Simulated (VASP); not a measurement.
Data:

```
CELL_PARAMETERS angstrom
      2.76067     0.00000     0.00000
     -1.38034     2.39081     0.00000
      0.00000     0.00000     4.79213
ATOMIC_POSITIONS crystal
  Pt 0.66667 0.33333 0.75000
  Pt 0.33333 0.66667 0.25000
```

These are LDA (Ceperley-Alder, Perdew-Zunger), VASP's LDA PAW potentials (set 64) (plane waves; VASP) values and carry that method's errors. Numerical set-up: 400 eV cut-off, 14×14×7 Γ-centred mesh, first-order Methfessel-Paxton smearing of 0.10 eV, potentials Pt.

Energy and stress use the plane-wave basis of the starting cell.

Question: The ions, cell shape and volume are relaxed. Predict the relaxed structure.

Answer: 
```
CELL_PARAMETERS angstrom
      2.71260     0.00000     0.00000
     -1.35630     2.34918     0.00000
      0.00000     0.00000     4.67154
ATOMIC_POSITIONS crystal
  Pt 0.66667 0.33333 0.75000
  Pt 0.33333 0.66667 0.25000
```
Space group P6_3/mmc (194), at a tolerance of 0.03 Å.

Question: How do energy and volume change from the first to the last step?

Answer: The energy (σ→0) changes by -47.9 meV/atom and the volume by -5.9 %, in 10 ionic steps.

The structure comes from a computed database's Pt entry (P6_3/mmc); how it stands against other phases isn't given here. This run relaxes it. Symmetry was kept, so distortions that lower it aren't found.
